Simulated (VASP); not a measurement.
Crystal: Ag.

```
CELL_PARAMETERS angstrom
0.00000 2.04275 2.04275
2.04275 0.00000 2.04275
2.04275 2.04275 0.00000
ATOMIC_POSITIONS crystal
Ag 0.00000 0.00000 0.00000
```

| Quantity | Value |
| --- | --- |
| Program | VASP 6.6.1 |
| Task | relaxation of cell and atoms |
| Functional | PBEsol |
| Potentials or basis | VASP PAW PBE potentials, release 64 (Ag) |
| Cutoff | 600 eV |
| k mesh | 16 × 16 × 16 |
| Occupations | methfessel-paxton, width 0.1 eV |
| Spin | no spin polarisation |

At the start: pressure -2.8 GPa; volume 17.05 Å³/atom.

Problem. How do energy, volume and symmetry change on relaxing?

Solution. Over 3 steps the energy falls by 3.8 meV/atom and the volume is 16.63 Å³/atom (-2.5 %); space group Fm-3m (No. 225, to 0.05 Å).

The path:
```
step  energy change (eV)  largest force (eV/Å)  pressure (GPa)  volume (Å³)
   1              0.0000                0.0000           -2.79        17.05
   2             -0.0017                0.0000            2.30        16.33
   3             -0.0038                0.0000           -0.01        16.63
```

Final structure:
```
CELL_PARAMETERS angstrom
0.00000 2.02576 2.02576
2.02576 0.00000 2.02576
2.02576 2.02576 0.00000
ATOMIC_POSITIONS crystal
Ag 0.00000 0.00000 0.00000
```

Caveat: the PAW data sets were made with another functional, which shifts forces and pressure a little.
